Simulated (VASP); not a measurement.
```yaml
crystal:
  lattice:
    - [0.00000, 2.41986, 2.41986]
    - [2.41986, 0.00000, 2.41986]
    - [2.41986, 2.41986, 0.00000]
  atoms:
    - { symbol: Ca, position: [0.00000, 0.00000, 0.00000] }
    - { symbol: O, position: [0.50000, 0.50000, 0.50000] }
```

All values below come from PBE GGA with D3 dispersion (Becke-Johnson damping), VASP's PBE PAW potentials (set 64) (plane waves; VASP 6.6.1). Run with 520 eV cut-off, 10×10×10 Γ-centred mesh, Gaussian smearing of 0.050 eV, potentials Ca_sv O.

Estimate the energy per atom (σ→0), pressure, band gap (on the k-mesh) with the smallest direct gap where there is one.

The band gap (on the k-mesh) is 3.64 eV and the smallest direct gap (on the k-mesh) is 4.02 eV. The energy per atom (σ→0) is -6.669 eV/atom. The pressure is -3.12 GPa.

Only differences to runs with the same potentials and settings are physical.

The compound is CaO in the rock salt structure. This cell is one point of a volume scan, at 1.03 of the reference volume.
